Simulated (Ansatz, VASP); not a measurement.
# Na2LiIrF6 in two plane-wave programs

Aim: how closely do two programs agree when they are given the same cell, functional and k mesh? The cell is taken from a series of runs on this material, whose earlier steps may have relaxed, scaled, displaced or heated it; both programs get it as it stands.

Program: Ansatz 0.2.0. Level of theory: plane waves, with VASP 6.6.1 beside it; dielectric response at LDA. Results are calculated unless marked as measured.

### 1. Starting point

Symmetry: Fm-3m, No. 225, cubic system. The conventional cell has a = 8.010 Å, b = 8.010 Å, c = 8.010 Å, α = 90.00°, β = 90.00°, γ = 90.00°. Nearest to Na lie 12 F at 2.83 Å. Li has 6 F at 1.98 Å nearest. Ir has 6 F at 2.02 Å nearest. F has 1 Li at 1.98 Å and 1 Ir at 2.02 Å and 4 Na at 2.83 Å nearest. Farther neighbours and most contacts between anions are not listed.

### 2. VASP: dielectric response, LDA

The response to a field tests empty states and converges slowly with the mesh.

Lines of VASP's logs that name or quote its potential files are left out, and so is its time.

The input, INCAR:

```
SYSTEM = Na2LiIrF6
PREC = Accurate
ENCUT = 650
EDIFF = 1E-08
NELM = 120
ISMEAR = 0
SIGMA = 0.01
LREAL = .FALSE.
ALGO = Normal
GGA = CA
NBANDS = 44
LASPH = .TRUE.
LORBIT = 11
LWAVE = .FALSE.
LCHARG = .FALSE.
ISIF = 2
LEPSILON = .TRUE.
GGA_COMPAT = .FALSE.
KPAR = 2
```

The input, POSCAR:

```
Na2LiIrF6
1.0
    0.0000000000      4.0048140000      4.0048140000
    4.0048140000      0.0000000000      4.0048140000
    4.0048140000      4.0048140000      0.0000000000
Na Li Ir F
2 1 1 6
Direct
    0.7500000000      0.7500000000      0.7500000000
    0.2500000000      0.2500000000      0.2500000000
    0.5000000000      0.5000000000      0.5000000000
    0.0000000000      0.0000000000      0.0000000000
    0.7476780000      0.2523220000      0.2523220000
    0.2523220000      0.2523220000      0.7476780000
    0.2523220000      0.7476780000      0.7476780000
    0.2523220000      0.7476780000      0.2523220000
    0.7476780000      0.2523220000      0.7476780000
    0.7476780000      0.7476780000      0.2523220000
```

The input, KPOINTS:

```
Automatic mesh
0
Gamma
6 6 6
0 0 0
```

The projector-augmented-wave data sets are Na_pv, Li_sv, Ir and F (LDA family, release 64).

The run is started by

```bash
> mpirun -np 2 vasp_std
```

Numbers of over 12 decimals in the logs are rounded to 6 here.

Output:

```text
[banner, memory and clock lines left out]
running    2 mpi-ranks, on    1 nodes
 distrk:  each k-point on    1 cores,    2 groups
 distr:  one band on    1 cores,    1 groups

 POSCAR found type information on POSCAR NaLiIrF
 POSCAR found :  4 types and      10 ions
 LDA part: xc-table for (Slater(with rela. corr.)+CA(PZ))
 , standard interpolation
 POSCAR, INCAR and KPOINTS ok, starting setup
 FFT: planning ... GRIDC
 FFT: planning ... GRID_SOFT
 FFT: planning ... GRID
 WAVECAR not read
 entering main loop
       N       E                     dE             d eps       ncg     rms          rms(c)
DAV:   1     0.961546531228E+03    0.96155E+03   -0.38840E+04  1408   0.201E+03
DAV:   2     0.940430988229E+02   -0.86750E+03   -0.81845E+03  1424   0.544E+02
DAV:   3    -0.483106494991E+02   -0.14235E+03   -0.13925E+03  1660   0.217E+02
DAV:   4    -0.566203734180E+02   -0.83097E+01   -0.82626E+01  2056   0.487E+01
DAV:   5    -0.570199326980E+02   -0.39956E+00   -0.39845E+00  2196   0.785E+00    0.277E+01
DAV:   6    -0.514666073012E+02    0.55533E+01   -0.20631E+01  2064   0.296E+01    0.172E+01
DAV:   7    -0.511669121787E+02    0.29970E+00   -0.15194E+00  1672   0.917E+00    0.106E+01
DAV:   8    -0.510368434235E+02    0.13007E+00   -0.29729E-01  2068   0.609E+00    0.124E+00
DAV:   9    -0.510341064198E+02    0.27370E-02   -0.46040E-02  1676   0.145E+00    0.266E-01
DAV:  10    -0.510328328107E+02    0.12736E-02   -0.82832E-03  1984   0.767E-01    0.132E-01
DAV:  11    -0.510326901111E+02    0.14270E-03   -0.15690E-03  1576   0.253E-01    0.661E-02
DAV:  12    -0.510326160397E+02    0.74071E-04   -0.42113E-04  2204   0.181E-01    0.180E-02
DAV:  13    -0.510326149033E+02    0.11364E-05   -0.36464E-05  1920   0.368E-02    0.125E-02
DAV:  14    -0.510326146574E+02    0.24591E-06   -0.27701E-06  1892   0.123E-02    0.464E-03
DAV:  15    -0.510326146497E+02    0.77280E-08   -0.34536E-07  1712   0.359E-03    0.643E-04
DAV:  16    -0.510326146524E+02   -0.27476E-08   -0.35050E-08  1400   0.171E-03
   1 F= -.51032615E+02 E0= -.51032615E+02  d E =-.310820E-23
 Linear response reoptimize wavefunctions to high precision
DAV:   1    -0.510326146528E+02   -0.38835E-09   -0.57745E-09  1040   0.698E-04
DAV:   2    -0.510326146528E+02   -0.40018E-10   -0.14389E-09   872   0.261E-04
DAV:   3    -0.510326146529E+02   -0.10186E-09   -0.43173E-10   868   0.137E-04
 Linear response G [H, r] |phi>, progress :
  Direction:   1
       N       E                     dE             d eps       ncg     rms
RMM:   1    -0.271591048396E+03   -0.27159E+03   -0.41146E+02  2783   0.166E+02
RMM:   2    -0.239466485069E+03    0.32125E+02   -0.64269E+01  2531   0.449E+01
RMM:   3    -0.240241055528E+03   -0.77457E+00   -0.83485E+00  3086   0.126E+01
RMM:   4    -0.240476947632E+03   -0.23589E+00   -0.23666E+00  3436   0.475E+00
RMM:   5    -0.240586346916E+03   -0.10940E+00   -0.51927E-01  3600   0.213E+00
RMM:   6    -0.240620467617E+03   -0.34121E-01   -0.22480E-01  3667   0.118E+00
RMM:   7    -0.240633709954E+03   -0.13242E-01   -0.69299E-02  3731   0.689E-01
RMM:   8    -0.240638462460E+03   -0.47525E-02   -0.21058E-02  3803   0.422E-01
RMM:   9    -0.240640390082E+03   -0.19276E-02   -0.12310E-01  3884   0.266E-01
RMM:  10    -0.240641196816E+03   -0.80673E-03    0.14982E-01  3877   0.168E-01
RMM:  11    -0.240641756584E+03   -0.55977E-03   -0.20235E-02  3864   0.112E-01
RMM:  12    -0.240641878510E+03   -0.12193E-03    0.27636E-02  3826   0.756E-02
RMM:  13    -0.240641875165E+03    0.33457E-05   -0.19586E-02  3810   0.539E-02
RMM:  14    -0.240641940808E+03   -0.65643E-04    0.37502E-03  3784   0.383E-02
[...]
RMM:  20    -0.240641923166E+03    0.11941E-04   -0.12258E-02  3563   0.902E-03
RMM:  21    -0.240641934964E+03   -0.11798E-04   -0.17224E-02  3539   0.793E-03
RMM:  22    -0.240641932197E+03    0.27673E-05   -0.92791E-03  3537   0.718E-03
RMM:  23    -0.240641932460E+03   -0.26296E-06   -0.15397E-02  3524   0.665E-03
RMM:  24    -0.240641930963E+03    0.14969E-05   -0.10243E-02  3507   0.626E-03
RMM:  25    -0.240641931991E+03   -0.10286E-05   -0.14167E-02  3513   0.601E-03
RMM:  26    -0.240641931781E+03    0.21053E-06   -0.11992E-02  3512   0.587E-03
RMM:  27    -0.240641930805E+03    0.97621E-06   -0.14054E-02  3509   0.575E-03
 Linear response G [H, r] |phi>, progress :
  Direction:   2
       N       E                     dE             d eps       ncg     rms
RMM:   1    -0.270166363143E+03   -0.27017E+03   -0.42708E+02  2774   0.164E+02
RMM:   2    -0.240118612729E+03    0.30048E+02   -0.58915E+01  2520   0.434E+01
[...]
RMM:   1    -0.465262320814E+00   -0.46526E+00   -0.88844E-01  2349   0.547E+00
RMM:   2    -0.562998615849E+00   -0.97736E-01    0.42582E-02  2598   0.144E+00
RMM:   3    -0.577799209657E+00   -0.14801E-01   -0.15945E-02  3048   0.417E-01
RMM:   4    -0.578479834505E+00   -0.68062E-03   -0.49156E-03  3376   0.163E-01
RMM:   5    -0.578768402499E+00   -0.28857E-03   -0.15265E-03  3445   0.852E-02
RMM:   6    -0.578875525930E+00   -0.10712E-03   -0.58182E-04  3492   0.503E-02
RMM:   7    -0.578913401126E+00   -0.37875E-04   -0.22134E-04  3412   0.310E-02
RMM:   8    -0.578929710608E+00   -0.16309E-04   -0.85951E-05  3264   0.196E-02
RMM:   9    -0.578935939464E+00   -0.62289E-05   -0.31106E-05  3055   0.126E-02
[...]
RMM:   7    -0.518571319895E+00   -0.11964E-02   -0.25443E-03  5805   0.172E-01    0.187E-02
RMM:   8    -0.518678234501E+00   -0.10691E-03   -0.96164E-04  6155   0.864E-02    0.657E-03
RMM:   9    -0.518733184370E+00   -0.54950E-04   -0.35859E-04  6453   0.507E-02    0.308E-03
RMM:  10    -0.518739585649E+00   -0.64013E-05   -0.15058E-04  6369   0.318E-02    0.419E-03
RMM:  11    -0.518749264586E+00   -0.96789E-05    0.11688E-05  6224   0.211E-02    0.981E-04
RMM:  12    -0.518768604859E+00   -0.19340E-04   -0.23148E-04  6329   0.136E-02    0.122E-03
RMM:  13    -0.518765498723E+00    0.31061E-05    0.12761E-05  6566   0.863E-03    0.631E-04
RMM:  14    -0.518770071616E+00   -0.45729E-05   -0.37313E-06  6318   0.593E-03    0.580E-04
RMM:  15    -0.518769498022E+00    0.57359E-06    0.59342E-05  6336   0.405E-03    0.154E-04
RMM:  16    -0.518771181892E+00   -0.16839E-05   -0.48079E-06  6231   0.284E-03    0.107E-04
RMM:  17    -0.518770792020E+00    0.38987E-06    0.12807E-05  6161   0.196E-03    0.700E-05
RMM:  18    -0.518772105288E+00   -0.13133E-05   -0.35324E-05  6013   0.141E-03    0.346E-05
RMM:  19    -0.518771414496E+00    0.69079E-06    0.68853E-06  5290   0.996E-04    0.419E-05
RMM:  20    -0.518772097929E+00   -0.68343E-06   -0.71131E-06  5171   0.721E-04    0.339E-05
RMM:  21    -0.518771803998E+00    0.29393E-06    0.99360E-06  5252   0.553E-04    0.441E-05
RMM:  22    -0.518772350372E+00   -0.54637E-06   -0.81437E-06  4815   0.415E-04    0.358E-05
RMM:  23    -0.518772176230E+00    0.17414E-06    0.48698E-06  4757   0.335E-04    0.374E-05
 change of polarisation eV/A/(eV/A) component  1 :     0.977     0.017     0.009
 dielectric tensor                  component  1 :     2.376     0.023     0.012
 Linear response to external field, progress :
  Direction:   2
       N       E                     dE             d eps       ncg     rms          rms(c)
RMM:   1    -0.479489089797E+00   -0.47949E+00   -0.96134E-01  4373   0.563E+00
RMM:   2    -0.579656543009E+00   -0.10017E+00    0.32704E-02  4839   0.152E+00    0.176E+00
RMM:   3    -0.511214726109E+00    0.68442E-01   -0.23667E-01  4830   0.194E+00    0.855E-01
RMM:   4    -0.505096926932E+00    0.61178E-02   -0.40116E-02  5199   0.796E-01    0.413E-01
RMM:   5    -0.515425272102E+00   -0.10328E-01   -0.29932E-02  5218   0.678E-01    0.975E-02
RMM:   6    -0.517366920221E+00   -0.19416E-02   -0.57958E-03  5687   0.280E-01    0.800E-02
RMM:   7    -0.518577135694E+00   -0.12102E-02   -0.25786E-03  5796   0.172E-01    0.186E-02
RMM:   8    -0.518675616338E+00   -0.98481E-04   -0.92102E-04  6152   0.863E-02    0.655E-03
RMM:   9    -0.518731911772E+00   -0.56295E-04   -0.33756E-04  6458   0.506E-02    0.308E-03
RMM:  10    -0.518739829202E+00   -0.79174E-05   -0.16776E-04  6369   0.317E-02    0.417E-03
RMM:  11    -0.518746881527E+00   -0.70523E-05   -0.77409E-05  6227   0.211E-02    0.986E-04
RMM:  12    -0.518768767571E+00   -0.21886E-04    0.38999E-05  6326   0.135E-02    0.121E-03
RMM:  13    -0.518770184756E+00   -0.14172E-05    0.45467E-05  6564   0.863E-03    0.627E-04
RMM:  14    -0.518772315680E+00   -0.21309E-05    0.54829E-06  6316   0.594E-03    0.574E-04
[...]
RMM:  20    -0.518773090564E+00   -0.62036E-06   -0.66000E-06  4914   0.722E-04    0.335E-05
RMM:  21    -0.518772956769E+00    0.13380E-06   -0.10224E-05  4841   0.553E-04    0.425E-05
RMM:  22    -0.518773130661E+00   -0.17389E-06   -0.96677E-06  4781   0.415E-04    0.445E-05
RMM:  23    -0.518773138734E+00   -0.80733E-08   -0.42649E-06  4740   0.334E-04    0.609E-05
RMM:  24    -0.518772945890E+00    0.19284E-06   -0.87515E-06  4856   0.271E-04    0.805E-05
RMM:  25    -0.518772896996E+00    0.48895E-07   -0.40169E-06  4615   0.230E-04    0.789E-05
RMM:  26    -0.518772905800E+00   -0.88048E-08   -0.29513E-06  4522   0.199E-04    0.816E-05
RMM:  27    -0.518772811698E+00    0.94103E-07   -0.38586E-06  4464   0.181E-04    0.868E-05
 change of polarisation eV/A/(eV/A) component  2 :     0.008     0.977    -0.008
 dielectric tensor                  component  2 :     0.012     2.376    -0.012
 Linear response to external field, progress :
  Direction:   3
       N       E                     dE             d eps       ncg     rms          rms(c)
RMM:   1    -0.479509018129E+00   -0.47951E+00   -0.96155E-01  4362   0.562E+00
RMM:   2    -0.579650724640E+00   -0.10014E+00    0.32896E-02  4835   0.152E+00    0.176E+00
RMM:   3    -0.511302581542E+00    0.68348E-01   -0.23733E-01  4815   0.193E+00    0.855E-01
RMM:   4    -0.505133872655E+00    0.61687E-02   -0.40401E-02  5169   0.795E-01    0.413E-01
RMM:   5    -0.515501956749E+00   -0.10368E-01   -0.30776E-02  5189   0.677E-01    0.975E-02
RMM:   6    -0.517372561418E+00   -0.18706E-02   -0.58510E-03  5658   0.279E-01    0.797E-02
RMM:   7    -0.518566962326E+00   -0.11944E-02   -0.25700E-03  5764   0.171E-01    0.188E-02
RMM:   8    -0.518665587526E+00   -0.98625E-04   -0.92253E-04  6128   0.856E-02    0.647E-03
RMM:   9    -0.518720852443E+00   -0.55265E-04   -0.34007E-04  6447   0.501E-02    0.308E-03
RMM:  10    -0.518728287117E+00   -0.74347E-05   -0.13598E-04  6345   0.314E-02    0.415E-03
RMM:  11    -0.518739376589E+00   -0.11089E-04   -0.38478E-05  6209   0.208E-02    0.937E-04
RMM:  12    -0.518756195737E+00   -0.16819E-04   -0.10002E-04  6309   0.134E-02    0.123E-03
RMM:  13    -0.518756483540E+00   -0.28780E-06   -0.25033E-06  6553   0.852E-03    0.626E-04
RMM:  14    -0.518760155598E+00   -0.36721E-05   -0.21123E-05  6278   0.589E-03    0.561E-04
[...]
RMM:  18    -0.518761293465E+00   -0.10537E-05   -0.14812E-05  5985   0.139E-03    0.189E-05
RMM:  19    -0.518761078385E+00    0.21508E-06    0.31906E-06  5412   0.998E-04    0.402E-05
RMM:  20    -0.518761302362E+00   -0.22398E-06   -0.33221E-06  4993   0.716E-04    0.291E-05
RMM:  21    -0.518761163252E+00    0.13911E-06   -0.31045E-06  4780   0.547E-04    0.389E-05
RMM:  22    -0.518761098319E+00    0.64932E-07    0.25131E-06  4676   0.409E-04    0.425E-05
RMM:  23    -0.518761305602E+00   -0.20728E-06   -0.29082E-06  4664   0.329E-04    0.483E-05
RMM:  24    -0.518761457525E+00   -0.15192E-06   -0.41328E-07  4670   0.266E-04    0.499E-05
RMM:  25    -0.518761526954E+00   -0.69428E-07   -0.27068E-06  4690   0.228E-04    0.472E-05
 change of polarisation eV/A/(eV/A) component  3 :    -0.004    -0.001     0.977
 dielectric tensor                  component  3 :    -0.005    -0.001     2.376
 Born effective charges drift removed
```

OUTCAR, selected parts (step 2):

```text
ion  position               nearest neighbor table
   1  0.750  0.750  0.750-
   2  0.250  0.250  0.250-
   3  0.500  0.500  0.500-   5 1.98   6 1.98   7 1.98   8 1.98   9 1.98  10 1.98
   4  0.000  0.000  0.000-   5 2.02   6 2.02   7 2.02   8 2.02   9 2.02  10 2.02
   5  0.748  0.252  0.252-   3 1.98   4 2.02
   6  0.252  0.252  0.748-   3 1.98   4 2.02
   7  0.252  0.748  0.748-   3 1.98   4 2.02
   8  0.252  0.748  0.252-   3 1.98   4 2.02
   9  0.748  0.252  0.748-   3 1.98   4 2.02
  10  0.748  0.748  0.252-   3 1.98   4 2.02

  LATTYP: Found a face centered cubic cell.
 ALAT       =     8.0096280000

 Subroutine GETGRP returns: Found 48 space group operations
 (whereof 48 operations were pure point group operations)

The static configuration has the point symmetry O_h .

 Found     16 irreducible k-points:

   k-points           NKPTS =     16   k-points in BZ     NKDIM =     16   number of bands    NBANDS=     44

   dimension x,y,z NGX =    48 NGY =   48 NGZ =   48
   dimension x,y,z NGXF=    96 NGYF=   96 NGZF=   96

   ENCUT  =  650.0 eV  47.77 Ry    6.91 a.u.  11.77 11.77 11.77*2*pi/ulx,y,z

   NELECT =      68.0000    total number of electrons

 k-points in reciprocal lattice and weights: Automatic mesh
   0.00000000  0.00000000  0.00000000       0.005
   0.16666667  0.00000000  0.00000000       0.037
   0.33333333  0.00000000  0.00000000       0.037
   0.50000000  0.00000000  0.00000000       0.019
   0.16666667  0.16666667  0.00000000       0.028
   0.33333333  0.16666667  0.00000000       0.111
   0.50000000  0.16666667  0.00000000       0.111
  -0.33333333  0.16666667  0.00000000       0.111
  -0.16666667  0.16666667  0.00000000       0.056
[...]
-0.33333333  0.33333333  0.16666667       0.111
  -0.33333333  0.50000000  0.16666667       0.056

 average (electrostatic) potential at core
       1 -46.4576       2 -46.4576       3 -64.6719       4 -57.0852       5 -77.9657
       6 -77.9657       7 -77.9657       8 -77.9657       9 -77.9657      10 -77.9657

  Total       -6.0981357     -6.0981357     -6.0981357      0.0000000      0.0000000      0.0000000
  in kB      -76.0554994    -76.0554994    -76.0554994      0.0000000      0.0000000      0.0000000
  external PRESSURE =     -76.0554994 kB  Pullay stress =       0.0000000 kB

  energy-cutoff  :      650.00
  volume of cell :      128.46
      direct lattice vectors                 reciprocal lattice vectors
     0.000000000  4.004814000  4.004814000    -0.124849743  0.124849743  0.124849743
     4.004814000  0.000000000  4.004814000     0.124849743 -0.124849743  0.124849743
     4.004814000  4.004814000  0.000000000     0.124849743  0.124849743 -0.124849743

 POSITION                                       TOTAL-FORCE (eV/Angst)
 -----------------------------------------------------------------------------------
      6.00722      6.00722      6.00722        -0.000000     -0.000000     -0.000000
      2.00241      2.00241      2.00241         0.000000     -0.000000      0.000000
      4.00481      4.00481      4.00481        -0.000000     -0.000000      0.000000
      0.00000      0.00000      0.00000        -0.000000     -0.000000      0.000000
      2.02101      4.00481      4.00481        -0.402784     -0.000000      0.000000
      4.00481      4.00481      2.02101        -0.000000     -0.000000     -0.402784
      5.98862      4.00481      4.00481         0.402784     -0.000000      0.000000
      4.00481      2.02101      4.00481        -0.000000     -0.402784      0.000000
      4.00481      5.98862      4.00481        -0.000000      0.402784      0.000000
      4.00481      4.00481      5.98862        -0.000000     -0.000000      0.402784
 -----------------------------------------------------------------------------------
    total drift:                               -0.000000     -0.000000      0.000000

 MACROSCOPIC STATIC DIELECTRIC TENSOR (including local field effects in DFT)
 ------------------------------------------------------
           2.376035     0.000000     0.000000
           0.000000     2.376035    -0.000000
          -0.000000     0.000000     2.376035
 ------------------------------------------------------

 PIEZOELECTRIC TENSOR (including local field effects)  for field in x, y, z        (C/m^2)
          XX          YY          ZZ          XY          YZ          ZX
  --------------------------------------------------------------------------------
  x     0.00000     0.00000     0.00000     0.00000     0.00000     0.00000
  y     0.00000     0.00000     0.00000     0.00000     0.00000     0.00000
  z     0.00000     0.00000     0.00000     0.00000     0.00000     0.00000

 BORN EFFECTIVE CHARGES (including local field effects) (in |e|, cummulative output)
 ---------------------------------------------------------------------------------
 ion    1
    1     1.16683    -0.00000     0.00000
    2    -0.00000     1.16683     0.00000
    3    -0.00000    -0.00000     1.16683
 ion    2
    1     1.16683    -0.00000     0.00000
    2    -0.00000     1.16683     0.00000
    3    -0.00000    -0.00000     1.16683
 ion    3
    1     1.38107     0.00000    -0.00000
    2    -0.00000     1.38107     0.00000
    3    -0.00000    -0.00000     1.38107
 ion    4
    1     2.09823     0.00000    -0.00000
    2    -0.00000     2.09823     0.00000
    3    -0.00000    -0.00000     2.09823
 ion    5
    1    -1.73183     0.00000    -0.00000
    2     0.00000    -0.58733     0.00000
    3     0.00000    -0.00000    -0.58733
 ion    6
    1    -0.58733     0.00000     0.00000
    2    -0.00000    -0.58733     0.00000
    3    -0.00000    -0.00000    -1.73183
 ion    7
    1    -1.73183     0.00000    -0.00000
    2     0.00000    -0.58733     0.00000
    3     0.00000    -0.00000    -0.58733
 ion    8
    1    -0.58733     0.00000    -0.00000
    2    -0.00000    -1.73183     0.00000
    3    -0.00000     0.00000    -0.58733
 ion    9
    1    -0.58733     0.00000    -0.00000
    2    -0.00000    -1.73183     0.00000
    3    -0.00000     0.00000    -0.58733
 ion   10
    1    -0.58733     0.00000     0.00000
    2    -0.00000    -0.58733     0.00000
    3    -0.00000    -0.00000    -1.73183
```

This run has no spin polarisation, so a moment on Ir, if there is one, isn't seen.

(Part 1 of 2 ends here.)

[Lines on the potential files, build, host, timing and source positions are cut from VASP's logs without a mark.]

[Logs are printed without paths, hosts, clocks, repeated set-up lines and the standing remarks that a program may print on its own settings, such as how far it seeks lower states.]

[Hosts, paths, dates, database ids (printed as entryN), source tags and the programs' standing remarks are cut or masked in the printed files.]
